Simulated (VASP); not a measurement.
Data:

```yaml
crystal:
  lattice:
    - [4.02409, 0.00000, 0.00000]
    - [0.00000, 4.02409, 0.00000]
    - [0.00000, 0.00000, 4.02409]
  atoms:
    - { symbol: K, position: [0.00000, 0.00000, 0.00000] }
    - { symbol: Mg, position: [0.50000, 0.50000, 0.50000] }
    - { symbol: F, position: [0.50000, 0.00000, 0.50000] }
    - { symbol: F, position: [0.00000, 0.50000, 0.50000] }
    - { symbol: F, position: [0.50000, 0.50000, 0.00000] }
```

These are MS2 meta-GGA, VASP's PBE PAW potentials (set 64) (plane waves; VASP) values and carry that method's errors. Settings: 520 eV cut-off, 6×6×6 Γ-centred mesh, Gaussian smearing of 0.050 eV, potentials K_sv Mg F.

Problem. Give the stress tensor in GPa (positive for a compressed cell).

Solution. 
```
-2.26   0.00   0.00
 0.00  -2.26   0.00
 0.00   0.00  -2.26
```
The pressure is its mean diagonal, -2.26 GPa.

The compound is KMgF3 in the cubic perovskite structure. This cell is one point of a volume scan, at 1.03 of the reference volume.
